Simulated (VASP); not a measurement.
An input for Quantum ESPRESSO's pw.x (written as the equivalent of a VASP run, and not itself run):

```
&CONTROL
  calculation = 'vc-relax'
  pseudo_dir = './pseudo'
  outdir = './out'
  tprnfor = .true.
  tstress = .true.
  nstep = 40
  forc_conv_thr = 0.00078
/
&SYSTEM
  ibrav = 0
  nat = 2
  ntyp = 1
  ecutwfc = 84
  occupations = 'smearing'
  smearing = 'methfessel-paxton'
  degauss = 0.00735
  input_dft = 'pbesol'
/
&ELECTRONS
  conv_thr = 7.3e-08
  electron_maxstep = 100
/
&IONS
/
&CELL
  press = 50
/
ATOMIC_SPECIES
  Tc 97.907 Tc.upf
CELL_PARAMETERS angstrom
     1.3616061   -2.3583713    0.0000000
     1.3616061    2.3583713    0.0000000
     0.0000000    0.0000000    4.3487908
ATOMIC_POSITIONS crystal
  Tc   0.3333330  0.6666670  0.2500000
  Tc   0.6666670  0.3333330  0.7500000
K_POINTS automatic
  15 15 9 0 0 0
```

Question: Translate this input to VASP (INCAR, KPOINTS, POSCAR, choice of POTCAR).

Answer: Several could match; the one computed here: 
INCAR:
```
ALGO = Normal
EDIFF = 1E-6
EDIFFG = -0.02
ENCUT = 500
GGA = PS
IBRION = 2
ISIF = 3
ISMEAR = 1
LASPH = .True.
LCHARG = .False.
LMAXMIX = 4
LREAL = .False.
LWAVE = .False.
NELM = 100
NSW = 40
PREC = Accurate
PSTRESS = 50
SIGMA = 0.1
SYSTEM = Tc
```

POSCAR:
```
Tc
1
    1.3616061000    -2.3583713314     0.0000000000
    1.3616061000     2.3583713314     0.0000000000
    0.0000000000     0.0000000000     4.3487907796
Tc
2
Direct
  0.3333330000   0.6666670000   0.2500000000
  0.6666670000   0.3333330000   0.7500000000
```

### KPOINTS
```
Automatic mesh
0
G
 15 15 9
0 0 0
```

POTCAR, in this order: Tc_pv (PBE.64 set). Program: vasp_std.

Limits of the translation: the potentials are each code's own (VASP's PAW set, PseudoDojo norm-conserving files in pw.x), so ENCUT and ecutwfc are chosen apart and not converted; conv_thr bounds pw.x's estimated SCF error, while EDIFF bounds the energy change between steps; forc_conv_thr acts on force components and is met together with etot_conv_thr.

The compound is Tc in the hcp structure. This run relaxes it under an external pressure of 5 GPa. Symmetry was kept, so distortions that lower it aren't found.
